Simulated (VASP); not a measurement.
Consider the following.

```
CELL_PARAMETERS angstrom
      3.61016     0.00000     0.00000
      0.00000     3.61016     0.00000
      0.00000     0.00000     3.61016
ATOMIC_POSITIONS crystal
  Mg 0.00000 0.00000 0.00000
  Sn 0.50000 0.50000 0.50000
```

The numbers are results of PBEsol GGA, VASP's PBE PAW potentials (set 64) (plane waves; VASP 6.6.1), not measurements. Settings: 400 eV cut-off, 11×11×11 Γ-centred mesh, tetrahedra with Blöchl corrections, potentials Mg Sn_d.

Unless said otherwise, spin-orbit coupling is left out, though it shifts the bands of the heavy elements here.

Q: What does the run give for the energy per atom (σ→0), band gap (on the k-mesh) with the smallest direct gap where there is one?

A: 
```json
{
 "band gap (on the k-mesh)": "none (metal, semimetal or under 0.01 eV)",
 "energy per atom (σ→0)": "-3.117 eV/atom"
}
```

Only differences to runs with the same potentials and settings are physical.

The structure comes from a computed database's MgSn entry (Pm-3m); how it stands against other phases isn't given here. It was relaxed first.
